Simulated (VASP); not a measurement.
OSZICAR of a VASP run on W (space group Im-3m):

**OSZICAR**
```
...
DAV:   1    -0.139700793330E+02   -0.17284E+00   -0.42436E+00  6795   0.304E+01    0.477E+00
DAV:   2    -0.138299491042E+02    0.14013E+00   -0.19303E-01  6759   0.615E+00    0.132E+00
DAV:   3    -0.137970310146E+02    0.32918E-01   -0.77806E-02  7011   0.372E+00    0.962E-01
DAV:   4    -0.137969872773E+02    0.43737E-04   -0.24328E-03  6585   0.643E-01    0.141E-01
DAV:   5    -0.137968649359E+02    0.12234E-03   -0.48061E-04  7224   0.303E-01    0.405E-02
DAV:   6    -0.137968644539E+02    0.48205E-06   -0.10567E-05  6606   0.484E-02    0.536E-03
DAV:   7    -0.137968645083E+02   -0.54451E-07   -0.29902E-07  6941   0.693E-03
   5 F= -.13796865E+02 E0= -.13796861E+02  d E =-.110027E-04
       N       E                     dE             d eps       ncg     rms          rms(c)
DAV:   1    -0.139223781500E+02   -0.12551E+00   -0.38894E+00  6720   0.303E+01    0.442E+00
DAV:   2    -0.138142240470E+02    0.10815E+00   -0.18667E-01  6687   0.592E+00    0.111E+00
DAV:   3    -0.137955740381E+02    0.18650E-01   -0.52924E-02  6944   0.305E+00    0.776E-01
DAV:   4    -0.137971390527E+02   -0.15650E-02   -0.31181E-03  6614   0.710E-01    0.133E-01
DAV:   5    -0.137971144201E+02    0.24633E-04   -0.13610E-04  7016   0.157E-01    0.101E-02
DAV:   6    -0.137972165981E+02   -0.10218E-03   -0.56584E-06  7047   0.294E-02    0.150E-03
DAV:   7    -0.137972363232E+02   -0.19725E-04   -0.34610E-07  6779   0.699E-03    0.333E-03
DAV:   8    -0.137972403871E+02   -0.40639E-05   -0.16599E-08  3479   0.154E-03    0.128E-04
DAV:   9    -0.137972408066E+02   -0.41948E-06   -0.11734E-09  3297   0.473E-04    0.619E-05
DAV:  10    -0.137972409047E+02   -0.98088E-07   -0.18052E-10  3261   0.205E-04
   6 F= -.13797241E+02 E0= -.13797300E+02  d E =0.178594E-03
       N       E                     dE             d eps       ncg     rms          rms(c)
DAV:   1    -0.139701940510E+02   -0.17295E+00   -0.41074E+00  6582   0.300E+01    0.478E+00
DAV:   2    -0.138298588261E+02    0.14034E+00   -0.19422E-01  6711   0.617E+00    0.132E+00
DAV:   3    -0.137970448316E+02    0.32814E-01   -0.77059E-02  7016   0.370E+00    0.957E-01
DAV:   4    -0.137969710632E+02    0.73768E-04   -0.24273E-03  6603   0.640E-01    0.125E-01
DAV:   5    -0.137968654904E+02    0.10557E-03   -0.44353E-04  7209   0.290E-01    0.430E-02
DAV:   6    -0.137968644787E+02    0.10117E-05   -0.10714E-05  6624   0.488E-02    0.531E-03
DAV:   7    -0.137968644996E+02   -0.20940E-07   -0.31565E-07  6936   0.718E-03
   7 F= -.13796864E+02 E0= -.13796861E+02  d E =-.110058E-04
       N       E                     dE             d eps       ncg     rms          rms(c)
DAV:   1    -0.138630280622E+02   -0.66164E-01   -0.17669E+00 20623   0.191E+01    0.237E+00
DAV:   2    -0.138132165497E+02    0.49812E-01   -0.71323E-02 21472   0.367E+00    0.755E-01
DAV:   3    -0.138015953253E+02    0.11621E-01   -0.27821E-02 22254   0.215E+00    0.483E-01
DAV:   4    -0.138016087807E+02   -0.13455E-04   -0.10039E-03 20734   0.424E-01    0.983E-02
DAV:   5    -0.138015729704E+02    0.35810E-04   -0.12927E-04 22777   0.158E-01    0.304E-02
DAV:   6    -0.138015734640E+02   -0.49362E-06   -0.27609E-06 20849   0.246E-02    0.512E-03
DAV:   7    -0.138015734701E+02   -0.60309E-08   -0.88473E-08 14315   0.425E-03
   8 F= -.13801573E+02 E0= -.13801730E+02  d E =0.469272E-03
       N       E                     dE             d eps       ncg     rms          rms(c)
DAV:   1    -0.138699418417E+02   -0.68368E-01   -0.11911E+00 20797   0.129E+01    0.136E+00
DAV:   2    -0.138164537643E+02    0.53488E-01   -0.52854E-02 21589   0.289E+00    0.652E-01
DAV:   3    -0.138015099561E+02    0.14944E-01   -0.33151E-02 21951   0.205E+00    0.950E-02
DAV:   4    -0.138015812526E+02   -0.71296E-04   -0.12092E-03 20698   0.452E-01    0.402E-02
DAV:   5    -0.138015735488E+02    0.77037E-05   -0.26542E-05 22773   0.639E-02    0.769E-03
DAV:   6    -0.138015736034E+02   -0.54546E-07   -0.10099E-06 21272   0.138E-02    0.279E-03
DAV:   7    -0.138015735771E+02    0.26293E-07   -0.43967E-08 11465   0.249E-03
   9 F= -.13801574E+02 E0= -.13801730E+02  d E =0.469262E-03
       N       E                     dE             d eps       ncg     rms          rms(c)
DAV:   1    -0.137930629836E+02    0.85106E-02   -0.10037E+00 20818   0.120E+01    0.833E-01
DAV:   2    -0.137851829877E+02    0.78800E-02   -0.28028E-02 21805   0.208E+00    0.446E-01
DAV:   3    -0.137944980004E+02   -0.93150E-02   -0.15917E-02 22116   0.146E+00    0.100E-01
DAV:   4    -0.138007004817E+02   -0.62025E-02   -0.17491E-03 21421   0.499E-01    0.234E-02
DAV:   5    -0.138015143942E+02   -0.81391E-03   -0.73024E-05 22339   0.106E-01    0.105E-02
DAV:   6    -0.138015639514E+02   -0.49557E-04   -0.20895E-06 21794   0.195E-02    0.126E-03
DAV:   7    -0.138015718274E+02   -0.78760E-05   -0.32069E-08 12535   0.228E-03    0.172E-04
DAV:   8    -0.138015729294E+02   -0.11020E-05   -0.33069E-09 10577   0.809E-04    0.388E-05
DAV:   9    -0.138015734319E+02   -0.50250E-06   -0.52738E-10 10376   0.337E-04    0.250E-05
DAV:  10    -0.138015735035E+02   -0.71574E-07   -0.11221E-10 10307   0.154E-04
  10 F= -.13801574E+02 E0= -.13801730E+02  d E =0.469271E-03
       N       E                     dE             d eps       ncg     rms          rms(c)
DAV:   1    -0.138698543687E+02   -0.68281E-01   -0.12347E+00 20539   0.132E+01    0.135E+00
DAV:   2    -0.138164557990E+02    0.53399E-01   -0.53607E-02 21676   0.290E+00    0.653E-01
DAV:   3    -0.138015110827E+02    0.14945E-01   -0.33269E-02 21867   0.205E+00    0.944E-02
DAV:   4    -0.138015828543E+02   -0.71772E-04   -0.12255E-03 20716   0.456E-01    0.393E-02
DAV:   5    -0.138015735548E+02    0.92995E-05   -0.29328E-05 22622   0.671E-02    0.752E-03
DAV:   6    -0.138015735486E+02    0.61459E-08   -0.12207E-06 21274   0.154E-02    0.264E-03
DAV:   7    -0.138015735449E+02    0.37476E-08   -0.23652E-08 11471   0.188E-03
  11 F= -.13801574E+02 E0= -.13801730E+02  d E =0.469266E-03
       N       E                     dE             d eps       ncg     rms          rms(c)
DAV:   1    -0.138756548409E+02   -0.74081E-01   -0.93671E-01 20926   0.116E+01    0.820E-01
DAV:   2    -0.138390431339E+02    0.36612E-01   -0.28029E-02 21571   0.205E+00    0.449E-01
DAV:   3    -0.138086220230E+02    0.30421E-01   -0.20060E-02 22020   0.157E+00    0.946E-02
DAV:   4    -0.138027713282E+02    0.58507E-02   -0.17018E-03 21752   0.517E-01    0.381E-02
DAV:   5    -0.138016340914E+02    0.11372E-02   -0.18237E-04 21595   0.163E-01    0.127E-02
DAV:   6    -0.138015812835E+02    0.52808E-04   -0.64868E-06 22219   0.336E-02    0.120E-03
DAV:   7    -0.138015777313E+02    0.35523E-05   -0.69839E-08 13812   0.337E-03    0.653E-04
DAV:   8    -0.138015739524E+02    0.37788E-05   -0.10061E-08 10661   0.145E-03    0.135E-04
DAV:   9    -0.138015737947E+02    0.15775E-06   -0.14456E-09 10337   0.581E-04    0.480E-05
DAV:  10    -0.138015735122E+02    0.28243E-06   -0.36287E-10 10292   0.289E-04    0.132E-05
DAV:  11    -0.138015735105E+02    0.17408E-08   -0.82423E-11 10244   0.135E-04
  12 F= -.13801574E+02 E0= -.13801730E+02  d E =0.469271E-03
       N       E                     dE             d eps       ncg     rms          rms(c)
DAV:   1    -0.138698002144E+02   -0.68227E-01   -0.12714E+00 20623   0.134E+01    0.135E+00
DAV:   2    -0.138164940492E+02    0.53306E-01   -0.53277E-02 21507   0.289E+00    0.653E-01
DAV:   3    -0.138015148379E+02    0.14979E-01   -0.33441E-02 21933   0.206E+00    0.948E-02
DAV:   4    -0.138015859611E+02   -0.71123E-04   -0.12326E-03 20725   0.461E-01    0.387E-02
DAV:   5    -0.138015735136E+02    0.12447E-04   -0.36349E-05 22584   0.747E-02    0.811E-03
DAV:   6    -0.138015735438E+02   -0.30257E-07   -0.15603E-06 21427   0.174E-02    0.273E-03
DAV:   7    -0.138015735447E+02   -0.90108E-09   -0.22239E-08 11721   0.189E-03
  13 F= -.13801574E+02 E0= -.13801730E+02  d E =0.469267E-03
       N       E                     dE             d eps       ncg     rms          rms(c)
DAV:   1    -0.138587807259E+02   -0.57207E-01   -0.11173E+00  2831   0.209E+01    0.492E-01
DAV:   2    -0.138392687848E+02    0.19512E-01   -0.72410E-02  2718   0.322E+00    0.308E-01
DAV:   3    -0.138038985418E+02    0.35370E-01   -0.14345E-02  2972   0.155E+00    0.356E-02
DAV:   4    -0.138035394825E+02    0.35906E-03   -0.76394E-04  2790   0.346E-01    0.376E-03
DAV:   5    -0.138034491258E+02    0.90357E-04   -0.31171E-06  3053   0.212E-02    0.123E-03
DAV:   6    -0.138034283051E+02    0.20821E-04   -0.52241E-08  1791   0.318E-03    0.338E-04
DAV:   7    -0.138034270692E+02    0.12358E-05   -0.51660E-09  1515   0.105E-03    0.959E-05
DAV:   8    -0.138034271699E+02   -0.10071E-06   -0.78768E-10  1383   0.416E-04    0.250E-05
DAV:   9    -0.138034271777E+02   -0.77828E-08   -0.18048E-10  1377   0.203E-04
  14 F= -.13803427E+02 E0= -.13803583E+02  d E =0.468684E-03
       N       E                     dE             d eps       ncg     rms          rms(c)
DAV:   1    -0.137903113477E+02    0.13116E-01   -0.23347E+00  3418   0.370E+01    0.211E-01
DAV:   2    -0.138040054381E+02   -0.13694E-01   -0.15064E-01  2655   0.435E+00    0.129E-01
DAV:   3    -0.138034128670E+02    0.59257E-03   -0.17605E-03  3004   0.721E-01    0.882E-03
DAV:   4    -0.138034243217E+02   -0.11455E-04   -0.14249E-04  2743   0.148E-01    0.442E-03
DAV:   5    -0.138034270098E+02   -0.26881E-05   -0.25507E-06  2927   0.243E-02    0.125E-03
DAV:   6    -0.138034271312E+02   -0.12138E-06   -0.11300E-07  1996   0.458E-03    0.630E-05
DAV:   7    -0.138034271721E+02   -0.40914E-07   -0.69329E-09  1401   0.118E-03
  15 F= -.13803427E+02 E0= -.13803583E+02  d E =0.468684E-03
```

**Question.** Which electronic solver shows in the log?

**Answer.** It is blocked Davidson (ALGO = Normal, or the opening steps of other solvers). The INCAR had ALGO = Normal.

**Question.** Can the final energy be trusted as converged?

**Answer.** The calculation finished and met its thresholds. It stopped with EDIFF = 1E-7, NELM = 100 (PBEsol GGA, plane waves, VASP's PBE PAW potentials (set 64)).

The structure comes from a measured W entry (Im-3m) of the Crystallography Open Database, whose conditions weren't checked. It was relaxed first.
